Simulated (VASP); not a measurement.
Input:

```
YN
1.0
    0.00000     2.47204     2.47204
    2.47204     0.00000     2.47204
    2.47204     2.47204     0.00000
Y N
1 1
Direct
  0.00000   0.00000   0.00000
  0.50000   0.50000   0.50000
```

These are optB88-vdW, VASP's PBE PAW potentials (set 64) (plane waves; VASP 6.6.1) values and carry that method's errors. Settings: 520 eV cut-off, 9×9×9 Γ-centred mesh, Gaussian smearing of 0.050 eV, potentials Y_sv N.

Q: Predict the energy per atom (σ→0), pressure.

A: 
```
Property                        Value
---------------------  --------------
energy per atom (σ→0)  -7.340 eV/atom
pressure                    -4.64 GPa
```

Only differences to runs with the same potentials and settings are physical.

The compound is YN in the rock salt structure. This cell is one point of a volume scan, at 1.03 of the reference volume.
